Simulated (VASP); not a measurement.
Cost and result of VASP (PAW) for the bulk modulus of Os (hcp). Static lattice, third-order Birch-Murnaghan fit over five volumes. The cost counts the five points of the equation of state, each on the mesh and cut-off of its row, so the ratios hold those differences too. With PBE it took about 2 core-minutes. Times come from single runs on busy shared machines, so they are rough: good to a factor of about 2.

Measured: 425 GPa at 0 K (as given by Vázquez-Parga, Fernández-Martínez, Viñes, J. Chem. Theory Comput. (2023), doi:10.1021/acs.jctc.3c00612, Supporting …; zero-point energy and finite temperature contributions removed).

| level | k-mesh | cut-off (eV) | bulk modulus (GPa) | error (%) | cost over PBE |
|---|---|---|---|---|---|
| LDA | 15×15×9 | 520 | 454 | +6.8 | within a factor of 2 |
| PBEsol | 15×15×9 | 520 | … | … | within a factor of 2 |
| PBE | 15×15×9 | 520 | 405 | -4.7 | reference |
| r2SCAN | 15×15×9 | 520 | 435 | +2.4 | about 6 times |
| SCAN | 15×15×9 | 520 | … | … | … |

### Question
Complete the blanks.

### Answer

- PBEsol, bulk modulus (GPa): 442
- PBEsol, error (%): +4.1
- SCAN, bulk modulus (GPa): 459
- SCAN, error (%): +8.2
- SCAN, cost over PBE: about 8 times

Left out are levels that failed, ran on another kind of processor or have no fit band path; at most nine are shown.

The compound is Os in the hcp structure.
